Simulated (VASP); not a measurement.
Output of a VASP run:

**OUTCAR**
```
 ion  position               nearest neighbor table
   1  0.000  0.000  0.000-
  LATTYP: Found a face centered cubic cell.
 ALAT       =     3.8557280000
 Subroutine PRICEL returns:
 Original cell was already a primitive cell.
 Subroutine GETGRP returns: Found 48 space group operations
The static configuration has the point symmetry O_h .
The dynamic configuration has the point symmetry O_h .
 Subroutine INISYM returns: Found 48 space group operations
 Subroutine IBZKPT returns following result:
 Found    220 irreducible k-points:

 Following reciprocal coordinates:
            Coordinates               Weight
  0.000000  0.000000  0.000000      1.000000
  0.052632  0.000000  0.000000      8.000000
  0.105263  0.000000  0.000000      8.000000
  0.157895  0.000000  0.000000      8.000000
  0.210526  0.000000  0.000000      8.000000
  0.263158  0.000000  0.000000      8.000000
  0.315789  0.000000  0.000000      8.000000
  0.368421  0.000000  0.000000      8.000000
  0.421053  0.000000  0.000000      8.000000
  0.473684  0.000000  0.000000      8.000000
  0.052632  0.052632  0.000000      6.000000
  0.105263  0.052632  0.000000     24.000000
  0.157895  0.052632  0.000000     24.000000
  0.210526  0.052632  0.000000     24.000000
  0.263158  0.052632  0.000000     24.000000
  0.315789  0.052632  0.000000     24.000000
  0.368421  0.052632  0.000000     24.000000
  0.421053  0.052632  0.000000     24.000000
  0.473684  0.052632  0.000000     24.000000
 -0.473684  0.052632  0.000000     24.000000
 -0.421053  0.052632  0.000000     24.000000
 -0.368421  0.052632  0.000000     24.000000
 -0.315789  0.052632  0.000000     24.000000
 -0.263158  0.052632  0.000000     24.000000
 -0.210526  0.052632  0.000000     24.000000
 -0.157895  0.052632  0.000000     24.000000
 -0.105263  0.052632  0.000000     24.000000
 -0.052632  0.052632  0.000000     12.000000
  0.105263  0.105263  0.000000      6.000000
  0.157895  0.105263  0.000000     24.000000
  0.210526  0.105263  0.000000     24.000000
  0.263158  0.105263  0.000000     24.000000
  0.315789  0.105263  0.000000     24.000000
  0.368421  0.105263  0.000000     24.000000
  0.421053  0.105263  0.000000     24.000000
  0.473684  0.105263  0.000000     24.000000
 -0.473684  0.105263  0.000000     24.000000
 -0.421053  0.105263  0.000000     24.000000
 -0.368421  0.105263  0.000000     24.000000
 -0.315789  0.105263  0.000000     24.000000
   k-points           NKPTS =    220   k-points in BZ     NKDIM =    220   number of bands    NBANDS=     10
   number of dos      NEDOS =    301   number of ions     NIONS =      1
   total plane-waves  NPLWV =   4096
   dimension x,y,z NGX =    16 NGY =   16 NGZ =   16
   dimension x,y,z NGXF=    32 NGYF=   32 NGZF=   32
   ions per type =               1
   PREC   = accura    normal or accurate (medium, high low for compatibility)
   ISTART =      0    job   : 0-new  1-cont  2-samecut
   ICHARG =      2    charge: 1-file 2-atom 10-const
   ISPIN  =      1    spin polarized calculation?
   LNONCOLLINEAR =      F non collinear calculations
   LSORBIT =      F    spin-orbit coupling
   INIWAV =      1    electr: 0-lowe 1-rand  2-diag
   ENCUT  =  300.0 eV  22.05 Ry    4.70 a.u.   3.85  3.85  3.85*2*pi/ulx,y,z
   NELM   =    100;   NELMIN=  2; NELMDL= -5     # of ELM steps
   EDIFF  = 0.1E-05   stopping-criterion for ELM
   LREAL  =      F    real-space projection
   NLSPLINE    = F    spline interpolate recip. space projectors
   LMAXMIX     =    4 max onsite mixed and CHGCAR
   VOSKOWN=      0    Vosko Wilk Nusair interpolation
   EDIFFG = 0.1E-04   stopping-criterion for IOM
   NSW    =      0    number of steps for IOM
   NBLOCK =      1;   KBLOCK =      1    inner block; outer block
   IBRION =     -1    ionic relax: 0-MD 1-quasi-New 2-CG
   NFREE  =      0    steps in history (QN), initial steepest desc. (CG)
...
```

OSZICAR:
```
       N       E                     dE             d eps       ncg     rms          rms(c)
DAV:   1     0.611880875785E+02    0.61188E+02   -0.63616E+03  5186   0.794E+02
DAV:   2    -0.112362732111E+02   -0.72424E+02   -0.70500E+02  4536   0.250E+02
DAV:   3    -0.120654732293E+02   -0.82920E+00   -0.82541E+00  4920   0.323E+01
DAV:   4    -0.120686678107E+02   -0.31946E-02   -0.31943E-02  4736   0.213E+00
DAV:   5    -0.120686896569E+02   -0.21846E-04   -0.21846E-04  4870   0.167E-01    0.176E+01
DAV:   6    -0.113123113698E+02    0.75638E+00   -0.14174E+00  4646   0.159E+01    0.526E+00
DAV:   7    -0.112223585961E+02    0.89953E-01   -0.21904E-01  4902   0.587E+00    0.653E-01
DAV:   8    -0.112156923280E+02    0.66663E-02   -0.40881E-03  4612   0.894E-01    0.133E-01
DAV:   9    -0.112156829665E+02    0.93615E-05   -0.50041E-05  4898   0.759E-02    0.206E-02
DAV:  10    -0.112156883492E+02   -0.53827E-05   -0.36574E-06  4740   0.216E-02    0.618E-03
DAV:  11    -0.112156881260E+02    0.22319E-06   -0.14126E-07  2496   0.506E-03
   1 F= -.11215688E+02 E0= -.11197888E+02  d E =-.356009E-01
```

**OUTCAR**
```
------------------------ aborting loop because EDIFF is reached ----------------------------------------
  FORCE on cell =-STRESS in cart. coord.  units (eV):
  Direction    XX          YY          ZZ          XY          YZ          ZX
  --------------------------------------------------------------------------------------
  Total       -0.6822539     -0.6822539     -0.6822539      0.0000000      0.0000000     -0.0000000
  in kB      -76.2776766    -76.2776766    -76.2776766      0.0000000      0.0000000     -0.0000000
  external PRESSURE =     -76.2776766 kB  Pullay stress =       0.0000000 kB
  volume of cell :       14.33
      direct lattice vectors                 reciprocal lattice vectors
     0.000000000  1.927864000  1.927864000    -0.259354394  0.259354394  0.259354394
     1.927864000  0.000000000  1.927864000     0.259354394 -0.259354394  0.259354394
     1.927864000  1.927864000  0.000000000     0.259354394  0.259354394 -0.259354394
 POSITION                                       TOTAL-FORCE (eV/Angst)
 -----------------------------------------------------------------------------------
      0.00000      0.00000      0.00000        -0.000000      0.000000     -0.000000
 -----------------------------------------------------------------------------------
    total drift:                                0.000000     -0.000000     -0.000000
  FREE ENERGIE OF THE ION-ELECTRON SYSTEM (eV)
  ---------------------------------------------------
  free  energy   TOTEN  =       -11.2156881260 eV

  energy  without entropy=      -11.1800872529  energy(sigma->0) =      -11.19788769
```
(Selected blocks of OUTCAR.)

**POSCAR**
```
Tc
1
    0.0000000000     1.9278640000     1.9278640000
    1.9278640000     0.0000000000     1.9278640000
    1.9278640000     1.9278640000     0.0000000000
Tc
1
Direct
  0.0000000000   0.0000000000   0.0000000000
```

### Question
Reconstruct the remaining input files.

### Answer
Several could match; the one computed here: the input of the run itself, PBEsol GGA, plane waves, VASP's PBE PAW potentials (set 64).

File KPOINTS:
```
Automatic mesh
0
Gamma
19 19 19
0 0 0
```

### INCAR
```
# general
SYSTEM =Tc
PREC   =Accurate
ENCUT  =300
LREAL  =.False.
LASPH  =.True.

# electronic loop
EDIFF  =1E-6
NELM   =100
ALGO   =Normal
LMAXMIX=4

# smearing
ISMEAR =-1
SIGMA  =0.1

# functional
GGA    =PS

# ions
ISIF   =2

# output
LWAVE  =.False.
LCHARG =.False.
```

POTCAR, in this order: Tc_pv (PBE.64 set). Program: vasp_std.

At this cut-off the stress carries a Pulay error, which pulls relaxed volumes low.

The structure was generated: Tc was put into an ordered model structure, which need not be its known phase. The cell was not relaxed at this level.
